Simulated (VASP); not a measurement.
Crystal: AlNi.

```
Al Ni
1.0
     2.88100    0.00000    0.00000
     0.00000    2.88100    0.00000
     0.00000    0.00000    2.88100
Al Ni
1 1
Direct
  0.00000 0.00000 0.00000
  0.50000 0.50000 0.50000
```

| Property | Result |
| --- | --- |
| Program | VASP 6.6.1 |
| Task | relaxation of cell and atoms |
| Functional | PBE |
| Dispersion | D3(BJ) |
| Potentials or basis | VASP PAW PBE potentials, release 64 (Al, Ni) |
| Cutoff | 600 eV |
| k mesh | 14 × 14 × 14 |
| Occupations | methfessel-paxton, width 0.1 eV |
| Spin | no spin polarisation |

At the start: pressure -4.0 GPa; volume 11.96 Å³/atom.

Q: Where does the relaxation end?

A: Over 3 steps the energy falls by 3.9 meV/atom and the volume is 11.66 Å³/atom (-2.5 %); space group Pm-3m (No. 221, to 0.05 Å).

Step by step:
```
step  energy change (eV)  largest force (eV/Å)  pressure (GPa)  volume (Å³)
   1              0.0000                0.0000           -4.04        23.91
   2             -0.0033                0.0000            3.38        22.88
   3             -0.0078                0.0000            0.01        23.32
```

Final structure:
```
CELL_PARAMETERS angstrom
2.85685 0.00000 0.00000
0.00000 2.85685 0.00000
0.00000 0.00000 2.85685
ATOMIC_POSITIONS crystal
Al 0.00000 0.00000 0.00000
Ni 0.50000 0.50000 0.50000
```

Caveat: pairwise dispersion overbinds metals, which lowers pressure and volume.
